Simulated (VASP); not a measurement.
The system is KPd2Se2I.

```
CELL_PARAMETERS angstrom
-3.32569 3.32569 4.68011
3.32569 -3.32569 4.68011
3.32569 3.32569 -4.68011
ATOMIC_POSITIONS crystal
K 0.25000 0.75000 0.50000
Pd 0.75000 0.25000 0.50000
Pd 0.50000 0.50000 0.00000
Se 0.26265 0.26265 0.00000
Se 0.73735 0.73735 0.00000
I 0.00000 0.00000 0.00000
```

The cell was built by a generator and needn't be a form met in nature.

The cell isn't the ideal one: random cell by space group and Wyckoff sites (I-4m2, No. 119).

```yaml
Program: VASP 6.6.1
Task: relaxation of cell and atoms
Functional: PBE
Potentials_or_basis: VASP PAW PBE potentials, release 64 (K_sv, Pd, Se, I)
Cutoff: 600 eV
k_mesh: 3 × 3 × 3
Occupations: gaussian, width 0.15 eV
Spin: no spin polarisation
```

At the start: pressure 3.5 GPa; volume 34.51 Å³/atom.

Q: How do energy, volume and symmetry change on relaxing?

A: Over 10 steps the energy falls by 305.4 meV/atom and the volume is 28.73 Å³/atom (-16.8 %); space group I-4m2 (No. 119, to 0.05 Å).

The path:
```tsv
step	energy change (eV)	largest force (eV/Å)	pressure (GPa)	volume (Å³)
1	0.0000	1.0776	3.46	207.05
2	-0.9204	0.5799	-4.29	227.18
3	-1.0875	0.5738	-2.83	220.00
4	-1.4506	0.2146	-2.28	203.45
5	-1.7632	0.2682	-0.59	182.03
6	-1.0044	1.0723	10.20	142.73
7	-1.7943	0.3947	0.16	176.48
8	-1.7990	0.4593	0.60	173.63
9	-1.8265	0.1180	0.01	171.78
10	-1.8323	0.0345	0.14	172.36
```

Final structure:
```xyz
6
Lattice="-2.8534 2.8534 5.2924 2.8534 -2.8534 5.2924 2.8534 2.8534 -5.2924" Properties=species:S:1:pos:R:3 pbc="T T T"
K     2.8534    0.0000    2.6462
Pd    0.0000    2.8534    2.6462
Pd    0.0000    0.0000    5.2924
Se    2.8534    2.8534   -2.3944
Se    2.8534    2.8534    2.3944
I     0.0000    0.0000    0.0000
```

Caveat: the k mesh is coarse (spacing up to 0.45 Å⁻¹), so the values aren't converged; the volume moved by over 15 % at a fixed basis, so the end points are rough; the relaxation stopped at a loose force limit of 0.08 eV/Å, so its end isn't a converged minimum.
